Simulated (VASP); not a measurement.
All values below come from PBEsol GGA, VASP's PBE PAW potentials (set 64) (plane waves; VASP).

A VASP calculation is set up with these files.

**POSCAR**
```
Cd4Se3Te
1
   -0.0018227956     6.1852742191     6.1695896511
    6.1852742191    -0.0018227956     6.1695896511
    3.0917257117     3.0917257117     0.0000000000
Cd Te Se
4 1 3
Direct
  0.9904860908   0.9904860908   0.0190278184
  0.9948805405   0.5143039783   0.9908154812
  0.5143039783   0.9948805405   0.9908154812
  0.5005574193   0.5005574193   0.9988851614
  0.1260686208   0.1260686208   0.2478627583
  0.1266650718   0.6228960323   0.2504388959
  0.6228960323   0.1266650718   0.2504388959
  0.6241422462   0.6241422462   0.2517155077
```

**KPOINTS**
```
Automatic mesh
0
gamma
 3 3 6
0 0 0
```

### INCAR
```
# general
SYSTEM  = Cd4Se3Te
PREC    = Accurate
ENCUT   = 400
LREAL   = .False.
LASPH   = .True.

# electronic loop
EDIFF   = 1E-6
NELM    = 100
ALGO    = Normal
LMAXMIX = 4

# smearing
ISMEAR  = 0
SIGMA   = 0.05

# functional
GGA     = PS

# ions
IBRION  = 2
NSW     = 60
ISIF    = 3
EDIFFG  = -0.02

# output
LWAVE   = .False.
LCHARG  = .False.
```

POTCAR, in this order: Cd Te Se (PBE.64 set). Program: vasp_std.

The run wrote:

File OSZICAR:
```
       N       E                     dE             d eps       ncg     rms          rms(c)
DAV:   1     0.433435255787E+03    0.43344E+03   -0.29539E+04  1384   0.122E+03
DAV:   2     0.746498243398E+00   -0.43269E+03   -0.42537E+03  1555   0.327E+02
DAV:   3    -0.250212769313E+02   -0.25768E+02   -0.25635E+02  1594   0.795E+01
DAV:   4    -0.253190063698E+02   -0.29773E+00   -0.29748E+00  1655   0.793E+00
DAV:   5    -0.253217867978E+02   -0.27804E-02   -0.27799E-02  1588   0.700E-01    0.123E+01
DAV:   6    -0.239705886864E+02    0.13512E+01   -0.32840E+00  1635   0.140E+01    0.964E+00
DAV:   7    -0.239039729114E+02    0.66616E-01   -0.11447E+00  1490   0.437E+00    0.387E+00
DAV:   8    -0.238930029116E+02    0.10970E-01   -0.14884E-01  1538   0.315E+00    0.592E-01
DAV:   9    -0.238917305058E+02    0.12724E-02   -0.22705E-02  1476   0.135E+00    0.245E-01
DAV:  10    -0.238917642919E+02   -0.33786E-04   -0.11249E-03  1567   0.252E-01    0.153E-01
DAV:  11    -0.238918896994E+02   -0.12541E-03   -0.11320E-03  1467   0.210E-01    0.592E-02
DAV:  12    -0.238918388668E+02    0.50833E-04   -0.27022E-04  1466   0.117E-01    0.186E-02
DAV:  13    -0.238918432044E+02   -0.43376E-05   -0.22076E-05  1546   0.205E-02    0.963E-03
DAV:  14    -0.238918480774E+02   -0.48730E-05   -0.68319E-06  1230   0.138E-02    0.927E-03
DAV:  15    -0.238918479580E+02    0.11941E-06   -0.70553E-07  1032   0.652E-03
   1 F= -.23891848E+02 E0= -.23891845E+02  d E =-.238918E+02
       N       E                     dE             d eps       ncg     rms          rms(c)
DAV:   1    -0.238942891345E+02   -0.24411E-02   -0.14294E-01  1403   0.222E+00    0.349E-01
DAV:   2    -0.238924330943E+02    0.18560E-02   -0.66305E-03  1473   0.687E-01    0.122E-01
DAV:   3    -0.238921746588E+02    0.25844E-03   -0.63538E-04  1568   0.152E-01    0.100E-01
DAV:   4    -0.238921094439E+02    0.65215E-04   -0.10352E-04  1476   0.573E-02    0.156E-02
DAV:   5    -0.238921042336E+02    0.52103E-05   -0.26259E-05  1613   0.427E-02    0.114E-02
DAV:   6    -0.238921039216E+02    0.31201E-06   -0.25483E-06   964   0.113E-02
   2 F= -.23892104E+02 E0= -.23892100E+02  d E =-.255964E-03
       N       E                     dE             d eps       ncg     rms          rms(c)
DAV:   1    -0.238921062929E+02   -0.20593E-05   -0.14609E-04  1465   0.700E-02    0.103E-02
DAV:   2    -0.238921046770E+02    0.16159E-05   -0.64021E-06  1339   0.210E-02    0.439E-03
DAV:   3    -0.238921042968E+02    0.38022E-06   -0.63867E-07   766   0.463E-03
   3 F= -.23892104E+02 E0= -.23892101E+02  d E =-.256339E-03
       N       E                     dE             d eps       ncg     rms          rms(c)
DAV:   1    -0.238922755697E+02   -0.17089E-03   -0.37857E-02  1388   0.951E-01    0.813E-02
DAV:   2    -0.238921832640E+02    0.92306E-04   -0.50019E-04  1605   0.166E-01    0.279E-02
DAV:   3    -0.238921707881E+02    0.12476E-04   -0.37748E-05  1569   0.390E-02    0.235E-02
DAV:   4    -0.238921700289E+02    0.75913E-06   -0.40523E-06  1319   0.129E-02
   4 F= -.23892170E+02 E0= -.23892166E+02  d E =-.657321E-04
```

OUTCAR:
```
------------------------ aborting loop because EDIFF is reached ----------------------------------------
  FORCE on cell =-STRESS in cart. coord.  units (eV):
  Direction    XX          YY          ZZ          XY          YZ          ZX
  --------------------------------------------------------------------------------------
  Total       -0.0424139     -0.0424139     -0.0165677     -0.0254216     -0.0000000     -0.0000000
  in kB       -0.2875244     -0.2875244     -0.1123125     -0.1723334     -0.0000000     -0.0000000
  external PRESSURE =      -0.2291204 kB  Pullay stress =       0.0000000 kB
  volume of cell :      236.34
      direct lattice vectors                 reciprocal lattice vectors
     0.002147685  6.187380670  6.173490448    -0.080837699  0.080837699  0.080991459
     6.187380670  0.002147685  6.173490448     0.080837699 -0.080837699  0.080991459
     3.094764178  3.094764178  0.000000000     0.161563199  0.161563199 -0.161982918
 POSITION                                       TOTAL-FORCE (eV/Angst)
 -----------------------------------------------------------------------------------
      6.18953      6.18953     12.22845        -0.000000     -0.000000     -0.001213
      6.25187      9.22195      9.31469         0.005680     -0.005680     -0.004566
      9.22195      6.25187      9.31469        -0.005680      0.005680     -0.004566
      6.18953      6.18953      6.18244         0.000000      0.000000      0.015571
      1.54738      1.54738      1.55750        -0.000000     -0.000000     -0.001251
      4.62868      1.56085      4.62863        -0.004803      0.004803      0.000119
      1.56085      4.62868      4.62863         0.004803     -0.004803      0.000119
      4.64215      4.64215      7.70638        -0.000000     -0.000000     -0.004213
 -----------------------------------------------------------------------------------
    total drift:                               -0.000001     -0.000001     -0.000150
  FREE ENERGIE OF THE ION-ELECTRON SYSTEM (eV)
  ---------------------------------------------------
  free  energy   TOTEN  =       -23.8921700289 eV

  energy  without entropy=      -23.8921629130  energy(sigma->0) =      -23.89216647

 reached required accuracy - stopping structural energy minimisation
```
(Selected blocks of OUTCAR.)

### CONTCAR
```
Cd4Se3Te
   1.00000000000000
     0.0021476853804532    6.1873806697723932    6.1734904484101305
     6.1873806697723932    0.0021476853804532    6.1734904484101305
     3.0947641775263426    3.0947641775263426    0.0000000000000317
  Cd              Te              Se
     4     1     3
Direct
     0.9904003481061880    0.9904003481061880    0.0191993037876168
     0.9945053422035911    0.5143153624579112    0.9911792953384977
     0.5143153624579112    0.9945053422035911    0.9911792953384977
     0.5007247951409346    0.5007247951409346    0.9985504097181308
     0.1261445641168732    0.1261445641168732    0.2477108716662519
     0.1268832566214980    0.6228750351143506    0.2502417082641442
     0.6228750351143506    0.1268832566214980    0.2502417082641442
     0.6241512962386462    0.6241512962386462    0.2516974076227095
```

The structure was generated: Cd4Se3Te was put into an ordered model structure (Amm2), which need not be its known phase. This run relaxes it. Symmetry was kept, so distortions that lower it aren't found. The start is the result of an earlier pass.
